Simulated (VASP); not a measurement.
An input for Quantum ESPRESSO's pw.x (written as the equivalent of a VASP run, and not itself run):

```
&CONTROL
  calculation = 'scf'
  pseudo_dir = './pseudo'
  outdir = './out'
  tprnfor = .true.
  tstress = .true.
/
&SYSTEM
  ibrav = 0
  nat = 3
  ntyp = 2
  ecutwfc = 84
  occupations = 'smearing'
  smearing = 'methfessel-paxton'
  degauss = 0.00735
  input_dft = 'vdw-df2-b86r'
/
&ELECTRONS
  conv_thr = 7.3e-09
  electron_maxstep = 100
/
ATOMIC_SPECIES
  Al 26.982 Al.upf
  Pt 195.084 Pt.upf
CELL_PARAMETERS angstrom
     0.0000000    2.9012981    2.9012981
     2.9012981    0.0000000    2.9012981
     2.9012981    2.9012981    0.0000000
ATOMIC_POSITIONS crystal
  Al   0.2500000  0.2500000  0.2500000
  Al   0.7500000  0.7500000  0.7500000
  Pt   0.0000000  0.0000000  0.0000000
K_POINTS automatic
  9 9 9 0 0 0
```

**Question.** Write the VASP files for the same calculation (rev-vdW-DF2).

**Answer.** Several could match; the one computed here: 
KPOINTS:
```
K-points
0
G
9 9 9
```

POSCAR:
```
PtAl2
1
    0.0000000000     2.9012980559     2.9012980559
    2.9012980559     0.0000000000     2.9012980559
    2.9012980559     2.9012980559     0.0000000000
Al Pt
2 1
Direct
  0.2500000000   0.2500000000   0.2500000000
  0.7500000000   0.7500000000   0.7500000000
  0.0000000000   0.0000000000   0.0000000000
```

**INCAR**
```
LCHARG=.False.
ZAB_VDW=-1.8867
ISMEAR=1
EDIFF=1E-7   # SCF stop (eV)
LREAL=.False.   # projection in real space or not
GGA=MK
SYSTEM=PtAl2
ALGO=Normal   # blocked Davidson
LMAXMIX=6
AGGAC=0.0
LWAVE=.False.
ISIF=2
LASPH=.True.
SIGMA=0.1
PARAM1=0.1234568
PARAM2=0.7114
LUSE_VDW=.True.
ENCUT=520
NELM=100   # most electronic steps
PREC=Accurate
```

POTCAR, in this order: Al Pt (PBE.64 set). Program: vasp_std.

Limits of the translation: the potentials are each code's own (VASP's PAW set, PseudoDojo norm-conserving files in pw.x), so ENCUT and ecutwfc are chosen apart and not converted; conv_thr bounds pw.x's estimated SCF error, while EDIFF bounds the energy change between steps.

The compound is PtAl2 in the fluorite structure. This cell is one point of a volume scan, at 0.94 of the reference volume.
